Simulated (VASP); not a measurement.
# K3Be5 (Im-3m) in VASP: notebook

The runs below take K3Be5 through single point, relaxation of cell and atoms, with PBE.

Everything below comes from runs of VASP 6.6.1. Logs are shortened: lines on timing, memory, paths and dates and some standing lists are left out, and cuts for length are marked.

## Step 1: The cell of the first run

Symmetry: Im-3m, No. 229, cubic system. The conventional cell has a = 7.303 Å, b = 7.303 Å, c = 7.303 Å, α = 90.00°, β = 90.00°, γ = 90.00°. K (site symmetry 4/mmm) has 8 Be at 3.16 Å as nearest neighbours. Be (site symmetry m-3m) is surrounded by 8 Be at 3.16 Å. Be (site symmetry -3m) is surrounded by 6 K at 3.16 Å and 2 Be at 3.16 Å.

The cell was built by a generator and needn't be a form met in nature.

## Step 2: Single point, PBE (species swapped into the Fe5Co3 type (Im-3m, No. 229))

Contents of INCAR:

```
SYSTEM = K3Be5
ALGO = Fast ; EDIFF = 1E-7
ENCUT = 520 ; GGA = PE
ISIF = 2 ; ISMEAR = 0
LASPH = .True. ; LCHARG = .False.
LREAL = .False. ; LWAVE = .False.
NBANDS = 28 ; NELM = 80
PREC = Accurate ; SIGMA = 0.1
```

Contents of KPOINTS:

```
k-points
0
Gamma
  8 8 8
  0 0 0
```

Contents of POSCAR:

```
K3Be5
1.0
   -3.6517039043      3.6517039043      3.6517039043
    3.6517039043     -3.6517039043      3.6517039043
    3.6517039043      3.6517039043     -3.6517039043
K Be
3 5
Direct
    0.0000000000      0.5000000000      0.5000000000
    0.5000000000      0.5000000000      0.0000000000
    0.5000000000      0.0000000000      0.5000000000
    0.0000000000      0.0000000000      0.0000000000
    0.0000000000      0.0000000000      0.5000000000
    0.0000000000      0.5000000000      0.0000000000
    0.5000000000      0.0000000000      0.0000000000
    0.5000000000      0.5000000000      0.5000000000
```

Potentials or basis: VASP PAW PBE potentials, release 64 (K_sv, Be).

Command:

```
> cat potpaw_PBE.64/K_sv/POTCAR potpaw_PBE.64/Be/POTCAR > POTCAR
> mpirun -np 1 vasp_std > vasp.out
```

OUTCAR:

```text
SYSTEM = K3Be5
   EDIFF = 1E-7
   ENCUT = 520
   GGA = PE
   ISIF = 2
   ISMEAR = 0
   LASPH = .True.
   LREAL = .False.
   NELM = 80
   PREC = Accurate

 ion  position               nearest neighbor table
   1  0.000  0.500  0.500-   2 3.65   3 3.65   2 3.65   3 3.65
   2  0.500  0.500  0.000-   1 3.65   3 3.65   3 3.65   1 3.65
   3  0.500  0.000  0.500-   1 3.65   2 3.65   2 3.65   1 3.65
   4  0.000  0.000  0.000-
   5  0.000  0.000  0.500-
   6  0.000  0.500  0.000-
   7  0.500  0.000  0.000-
   8  0.500  0.500  0.500-

  LATTYP: Found a body centered cubic cell.
 ALAT       =     7.3034078086

  Lattice vectors:

 A1 = (  -3.6517039043,   3.6517039043,   3.6517039043)
 A2 = (   3.6517039043,  -3.6517039043,   3.6517039043)
 A3 = (   3.6517039043,   3.6517039043,  -3.6517039043)

Analysis of symmetry for initial positions (statically):
=====================================================================
 Subroutine PRICEL returns:
 Original cell was already a primitive cell.

 Routine SETGRP: Setting up the symmetry group for a
 body centered cubic supercell.

 Subroutine GETGRP returns: Found 48 space group operations
 (whereof 48 operations were pure point group operations)
 out of a pool of 48 trial point group operations.

The static configuration has the point symmetry O_h .

Analysis of symmetry for dynamics (positions and initial velocities):
=====================================================================
 Subroutine PRICEL returns:
 Original cell was already a primitive cell.

 Routine SETGRP: Setting up the symmetry group for a
 body centered cubic supercell.

 Subroutine GETGRP returns: Found 48 space group operations
 (whereof 48 operations were pure point group operations)
 out of a pool of 48 trial point group operations.

The dynamic configuration has the point symmetry O_h .

 Subroutine INISYM returns: Found 48 space group operations
 (whereof 48 operations are pure point group operations),
 and found     1 'primitive' translations

----------------------------------------------------------------------------------------

                                     Primitive cell

  volume of cell :     194.7810

  direct lattice vectors                    reciprocal lattice vectors
    -3.651703904  3.651703904  3.651703904     0.000000000  0.136922383  0.136922383
     3.651703904 -3.651703904  3.651703904     0.136922383  0.000000000  0.136922383
     3.651703904  3.651703904 -3.651703904     0.136922383  0.136922383  0.000000000

  length of vectors
     6.324936696  6.324936696  6.324936696     0.193637491  0.193637491  0.193637491

  position of ions in fractional coordinates (direct lattice)
     0.000000000  0.500000000  0.500000000
     0.500000000  0.500000000  0.000000000
     0.500000000  0.000000000  0.500000000
     0.000000000  0.000000000  0.000000000
     0.000000000  0.000000000  0.500000000
     0.000000000  0.500000000  0.000000000
     0.500000000  0.000000000  0.000000000
     0.500000000  0.500000000  0.500000000

  ion indices of the primitive-cell ions
   primitive index   ion index
                 1           1
                 2           2
                 3           3
                 4           4
                 5           5
                 6           6
                 7           7
                 8           8

----------------------------------------------------------------------------------------

 KPOINTS: k-points

Automatic generation of k-mesh.
 Grid dimensions read from file:
 generate k-points for:    8    8    8

 Generating k-lattice:

  Cartesian coordinates                     Fractional coordinates (reciprocal lattice)
     0.000000000  0.017115298  0.017115298     0.125000000  0.000000000  0.000000000
     0.017115298  0.000000000  0.017115298     0.000000000  0.125000000  0.000000000
     0.017115298  0.017115298  0.000000000     0.000000000  0.000000000  0.125000000

  Length of vectors
     0.024204686  0.024204686  0.024204686

  Shift w.r.t. Gamma in fractional coordinates (k-lattice)
     0.000000000  0.000000000  0.000000000

 Subroutine IBZKPT returns following result:
 ===========================================

 Found     29 irreducible k-points:

 Following reciprocal coordinates:
            Coordinates               Weight
  0.000000  0.000000  0.000000      1.000000
  0.125000  0.000000  0.000000     12.000000
  0.250000  0.000000  0.000000     12.000000
  0.375000  0.000000  0.000000     12.000000
  0.500000  0.000000  0.000000      6.000000
  0.125000  0.125000  0.000000     24.000000
[... 16 lines left out ...]
 -0.250000  0.250000  0.250000      6.000000
 -0.375000  0.375000  0.250000     24.000000
 [... further k-points ...]
   k-points           NKPTS =     29   k-points in BZ     NKDIM =     29   number of bands    NBANDS=     28
   number of dos      NEDOS =    301   number of ions     NIONS =      8
   total plane-waves  NPLWV = 110592
   dimension x,y,z NGX =    48 NGY =   48 NGZ =   48
   dimension x,y,z NGXF=    96 NGYF=   96 NGZF=   96
   ions per type =               3   5
   NGX,Y,Z   is equivalent  to a cutoff of  12.62, 12.62, 12.62 a.u.
   NGXF,Y,Z  is equivalent  to a cutoff of  25.23, 25.23, 25.23 a.u.
 SYSTEM =  K3Be5
   PREC   = accura    normal or accurate (medium, high low for compatibility)
   ISTART =      0    job   : 0-new  1-cont  2-samecut
   ICHARG =      2    charge: 1-file 2-atom 10-const
   ISPIN  =      1    spin polarized calculation?
   LNONCOLLINEAR =      F non collinear calculations
   LSORBIT =      F    spin-orbit coupling
   LASPH  =      T    aspherical Exc in radial PAW
   ENCUT  =  520.0 eV  38.22 Ry    6.18 a.u.  11.76 11.76 11.76*2*pi/ulx,y,z
   NELM   =     80;   NELMIN=  2; NELMDL= -5     # of ELM steps
   EDIFF  = 0.1E-06   stopping-criterion for ELM
   LREAL  =      F    real-space projection
   EDIFFG = 0.1E-05   stopping-criterion for IOM
   NSW    =      0    number of steps for IOM
   IBRION =     -1    ionic relax: 0-MD 1-quasi-New 2-CG
   NFREE  =      0    steps in history (QN), initial steepest desc. (CG)
   ISIF   =      2    stress and relaxation
   ISYM   =      2    0-nonsym 1-usesym 2-fastsym
   POTIM  = 0.5000    time-step for ionic-motion
   TEBEG  =    0.0;   TEEND  =   0.0 temperature during run
   PSTRESS=    0.0 pullay stress
   NELECT =      37.0000    total number of electrons
   NUPDOWN=      -1.0000    fix difference up-down
   EMIN   =  10.00;   EMAX   =-10.00  energy-range for DOS
   EFERMI =   0.00;   METHOD = LEGACY
   ISMEAR =     0;   SIGMA  =   0.10  broadening in eV -4-tet -1-fermi 0-gaus
   EFERMI_NEDOS =   21; number of points for ismear=-14 and -15
   IALGO  =     68    algorithm
   IMIX   =      4    mixing-type and parameters
     AMIX     =   0.40;   BMIX     =  1.00
     AMIX_MAG =   1.60;   BMIX_MAG =  1.00
  volume/ion in A,a.u.               =      24.35       164.31
  Fermi-wavevector in a.u.,A,eV,Ry     =   0.941080  1.778383 12.049748  0.885631
  Thomas-Fermi vector in A             =   2.068555
   LORBIT       =      0    0 simple, 1 ext, 2 COOP (PROOUT), +10 PAW based schemes
   GGA     = PE    functional components
   LHFCALC =     F    Hartree Fock is set to
   AEXX    =    0.0000 exact exchange contribution
   IVDW    =     0    specifies the selected vdW correction
   LEPSILON=     F    determine dielectric tensor
   LRPA    =     F    only Hartree local field effects (RPA)
 non-spin polarized calculation
 RMM-DIIS sequential band-by-band and
 Gauss-broadening in eV      SIGMA  =   0.10
  energy-cutoff  :      520.00
  volume of cell :      194.78
 maximum number of plane-waves:      5281
   NGX = 23   NGY = 23   NGZ = 23

 number of electron      36.9999999 magnetization

 Free energy of the ion-electron system (eV)
  ---------------------------------------------------
  ext. energy  EPLUGINS =         0.00000000
  ---------------------------------------------------
  free energy    TOTEN  =       -10.06363632 eV

  energy without entropy =      -10.02913957  energy(sigma->0) =      -10.04638795

 E-fermi :   1.3370     XC(G=0):  -8.0242

 val. band max:        1.3330699643   @ k =   0.2500   0.2500   0.0000
 cond. band min:       1.3453903440   @ k =  -0.2500   0.3750   0.1250
 fundamental gap:      0.0123203797
 Fermi energy:         1.3369643844

 k-point     1 :       0.0000    0.0000    0.0000
  band No.  band energies     occupation
      1     -29.2056      2.00000
      2     -29.1519      2.00000
      3     -29.1519      2.00000
      4     -13.0017      2.00000
      5     -13.0017      2.00000
      6     -13.0017      2.00000
[... 20 lines left out ...]
     27       4.6442      0.00000
     28       4.6442      0.00000

 k-point     2 :       0.1250    0.0000    0.0000
  band No.  band energies     occupation
      1     -29.2038      2.00000
      2     -29.1537      2.00000
      3     -29.1519      2.00000
      4     -13.0023      2.00000
      5     -12.9878      2.00000
      6     -12.9857      2.00000
[... 20 lines left out ...]
     27       4.9827      0.00000
     28       5.1574      0.00000

 k-point     3 :       0.2500    0.0000    0.0000
  band No.  band energies     occupation
      1     -29.1987      2.00000
      2     -29.1587      2.00000
      3     -29.1521      2.00000
      4     -13.0035      2.00000
      5     -12.9478      2.00000
      6     -12.9403      2.00000
[... 20 lines left out ...]
     27       5.0922      0.00000
     28       5.2227      0.00000

 k-point     4 :       0.3750    0.0000    0.0000
  band No.  band energies     occupation
      1     -29.1917      2.00000
      2     -29.1656      2.00000
      3     -29.1523      2.00000
      4     -13.0048      2.00000
      5     -12.8868      2.00000
      6     -12.8732      2.00000
[... 20 lines left out ...]
     27       4.5136      0.00000
     28       4.8547      0.00000

 k-point     5 :       0.5000    0.0000    0.0000
  band No.  band energies     occupation
      1     -29.1873      2.00000
      2     -29.1699      2.00000
      3     -29.1524      2.00000
      4     -13.0053      2.00000
      5     -12.8237      2.00000
      6     -12.8013      2.00000
[... 20 lines left out ...]
     27       4.2601      0.00000
     28       4.7855      0.00000

 k-point     6 :       0.1250    0.1250    0.0000
  band No.  band energies     occupation
      1     -29.2003      2.00000
      2     -29.1571      2.00000
      3     -29.1521      2.00000
      4     -12.9889      2.00000
      5     -12.9870      2.00000
      6     -12.9431      2.00000
[... 463 lines left out ...]
      5     -12.9511      2.00000
      6     -12.9511      2.00000
[... 20 lines left out ...]
     27       4.2924      0.00000
     28       4.2924      0.00000

 k-point    22 :       0.2500    0.2500    0.2500
  band No.  band energies     occupation
      1     -29.1699      2.00000
      2     -29.1699      2.00000
      3     -29.1699      2.00000
      4     -12.8136      2.00000
      5     -12.8136      2.00000
      6     -12.8136      2.00000
[... 20 lines left out ...]
     27       3.5202      0.00000
     28       3.5202      0.00000

 k-point    23 :      -0.2500    0.2500    0.2500
  band No.  band energies     occupation
      1     -29.1947      2.00000
      2     -29.1694      2.00000
      3     -29.1454      2.00000
      4     -13.0084      2.00000
      5     -13.0084      2.00000
      6     -12.8193      2.00000
[... 20 lines left out ...]
     27       4.4749      0.00000
     28       5.0272      0.00000

 k-point    24 :      -0.3750    0.3750    0.2500
  band No.  band energies     occupation
      1     -29.1904      2.00000
      2     -29.1761      2.00000
      3     -29.1430      2.00000
      4     -13.0118      2.00000
      5     -12.9973      2.00000
      6     -12.8952      2.00000
[... 20 lines left out ...]
     27       4.3926      0.00000
     28       4.7580      0.00000

 [... further k-points ...]

------------------------ aborting loop because EDIFF is reached ----------------------------------------

  FORCE on cell =-STRESS in cart. coord.  units (eV):
  Direction    XX          YY          ZZ          XY          YZ          ZX
  --------------------------------------------------------------------------------------
  -------------------------------------------------------------------------------------
  Total        0.0443331      0.0443331      0.0443331      0.0000000      0.0000000     -0.0000000
  in kB        0.3646636      0.3646636      0.3646636      0.0000000      0.0000000     -0.0000000
  external PRESSURE =       0.3646636 kB  Pullay stress =       0.0000000 kB

 VOLUME and BASIS-vectors are now :
 -----------------------------------------------------------------------------
  energy-cutoff  :      520.00
  volume of cell :      194.78
      direct lattice vectors                 reciprocal lattice vectors
    -3.651703904  3.651703904  3.651703904     0.000000000  0.136922383  0.136922383
     3.651703904 -3.651703904  3.651703904     0.136922383  0.000000000  0.136922383
     3.651703904  3.651703904 -3.651703904     0.136922383  0.136922383  0.000000000

 POSITION                                       TOTAL-FORCE (eV/Angst)
 -----------------------------------------------------------------------------------
      3.65170      0.00000      0.00000         0.000000      0.000000      0.000000
      0.00000      0.00000      3.65170         0.000000      0.000000     -0.000000
      0.00000      3.65170      0.00000        -0.000000      0.000000     -0.000000
      0.00000      0.00000      0.00000         0.000000     -0.000000      0.000000
      1.82585      1.82585     -1.82585         0.000000     -0.000000      0.000000
      1.82585     -1.82585      1.82585         0.000000     -0.000000      0.000000
     -1.82585      1.82585      1.82585         0.000000     -0.000000      0.000000
      1.82585      1.82585      1.82585        -0.000000     -0.000000      0.000000
 -----------------------------------------------------------------------------------
    total drift:                               -0.000000     -0.000000      0.000000

  FREE ENERGIE OF THE ION-ELECTRON SYSTEM (eV)
  ---------------------------------------------------
  free  energy   TOTEN  =       -10.0636363236 eV

  energy  without entropy=      -10.0291395733  energy(sigma->0) =      -10.04638795
```

It took 4.7 min on 1 thread of Intel Xeon Platinum 8375C at 2.90GHz (Ice Lake), shared host; peak memory 0.38 GiB.

Results:

| Quantity | Value |
| --- | --- |
| Free energy | -10.0636 eV |
| Pressure | 0.0 GPa |
| Band gap on the k mesh | none (metal or under the smearing width) |

Levels at points of the mesh, in eV from the Fermi level:
```csv
k point,band 17,band 18,band 19,band 20,band 21,band 22
"(0.00, 0.00, 0.00)",-0.68,-0.68,-0.68,-0.30,0.41,0.41
"(0.50, 0.00, 0.00)",-1.06,-1.02,0.57,0.59,0.97,1.01
"(0.50, 0.50, 0.50)",-1.46,-1.46,0.05,0.05,0.05,0.46
```

## Step 3: Relaxation of cell and atoms, PBE (species swapped into the Fe5Co3 type (Im-3m, No. 229))

Contents of INCAR:

```
ALGO = Normal
EDIFF = 1E-6
EDIFFG = -0.01
ENCUT = 600
GGA = PE
IBRION = 2
ISIF = 3
ISMEAR = 0
LASPH = True
LCHARG = False
LREAL = False
LWAVE = False
NELM = 60
NSW = 100
PREC = Accurate
SIGMA = 0.1
```

Contents of KPOINTS:

```
k-points
0
Gamma
  8 8 8
```

POSCAR, as its differences from that of step 2:

```diff
@@ -2,5 +2,5 @@
 1.0
-   -3.6517039043      3.6517039043      3.6517039043
-    3.6517039043     -3.6517039043      3.6517039043
-    3.6517039043      3.6517039043     -3.6517039043
+   -3.6222567268      3.6222567268      3.6222567268
+    3.6222567268     -3.6222567268      3.6222567268
+    3.6222567268      3.6222567268     -3.6222567268
 K Be
```

Potentials or basis: VASP PAW PBE potentials, release 64 (K_sv, Be).

Command:

```
> cat potpaw_PBE.64/K_sv/POTCAR potpaw_PBE.64/Be/POTCAR > POTCAR
> mpirun -np 1 vasp_std > vasp.out
```

Run time: 5.4 min. Hardware: 1 thread of Intel Xeon Platinum 8375C at 2.90GHz (Ice Lake), shared host; peak memory 0.44 GiB.

It converged, with:

```yaml
Free_energy: -10.0638 eV
Relaxed_volume: 24.41 Å³/atom
Relaxed_cell: a = 6.330 Å, b = 6.330 Å, c = 6.330 Å, α = 109.47°, β = 109.47°, γ = 109.47°
Space_group_after_relaxing_to_0.05_Å: Im-3m (No. 229)
Energy_gained_by_relaxing: 0.9 meV/atom
Ionic_steps: 3
Pressure_after_relaxing: 0.0 GPa
Band_gap_on_the_k_mesh: none (metal or under the smearing width)
```

Step by step:
| step | energy change (eV) | largest force (eV/Å) | pressure (GPa) | volume (Å³) |
| --- | --- | --- | --- | --- |
| 1 | 0.0000 | 0.0000 | 0.46 | 190.11 |
| 2 | -0.0044 | 0.0000 | 0.29 | 192.00 |
| 3 | -0.0074 | 0.0000 | 0.00 | 195.26 |

Final structure:
```
K Be
1.0
    -3.65472    3.65472    3.65472
     3.65472   -3.65472    3.65472
     3.65472    3.65472   -3.65472
K Be
3 5
Direct
  0.00000 0.50000 0.50000
  0.50000 0.50000 0.00000
  0.50000 0.00000 0.50000
  0.00000 0.00000 0.00000
  0.00000 0.00000 0.50000
  0.00000 0.50000 0.00000
  0.50000 0.00000 0.00000
  0.50000 0.50000 0.50000
```

Levels at points of the mesh, in eV from the Fermi level:
| k point | band 15 | band 16 | band 17 | band 18 | band 19 | band 20 | band 21 | band 22 | band 23 |
| --- | --- | --- | --- | --- | --- | --- | --- | --- | --- |
| (0.00, 0.00, 0.00) | -1.88 | -1.88 | -0.68 | -0.68 | -0.68 | -0.31 | 0.41 | 0.41 | 0.41 |
| (0.50, 0.00, 0.00) | -2.38 | -1.83 | -1.07 | -1.02 | 0.57 | 0.59 | 0.97 | 1.01 | 1.29 |
| (0.50, 0.50, 0.50) | -2.84 | -2.84 | -1.46 | -1.46 | 0.06 | 0.06 | 0.06 | 0.45 | 3.15 |
